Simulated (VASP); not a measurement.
**Sr (relaxed from the simple-cubic structure, space group Pm-3m): computed properties**

Level of theory: r2SCAN meta-GGA, VASP's PBE PAW potentials (set 64) (plane waves; VASP).

* **space group**: Pm-3m (221)
* **cell**: a = b = c = 3.812 Å, α = β = γ = 90.00°
* **volume per atom**: 55.40 Å³/atom
* **band gap (over mesh and band path)**: none (metal, semimetal or under 0.01 eV)
* **band gap with spin-orbit coupling**: none (metallic)
* **density**: 2.63 g/cm³

Sr is taken in the cubic space group Pm-3m (No. 221), the simple cubic structure, Pearson symbol cP1. Conventional cell: a = b = c = 3.8121 Å, α = β = γ = 90.00°. Sr on 1a is coordinated by 6 Sr at 3.812 Å (octahedral). (Neighbours: up to the widest gap in distance over summed covalent radii, below 1.35, at either atom.)

The structure was generated: Sr was put into the simple-cubic type (Pm-3m), which need not be its known phase. It was relaxed first, which changed the volume by -12 %. Symmetry was kept, so distortions that lower it aren't found.
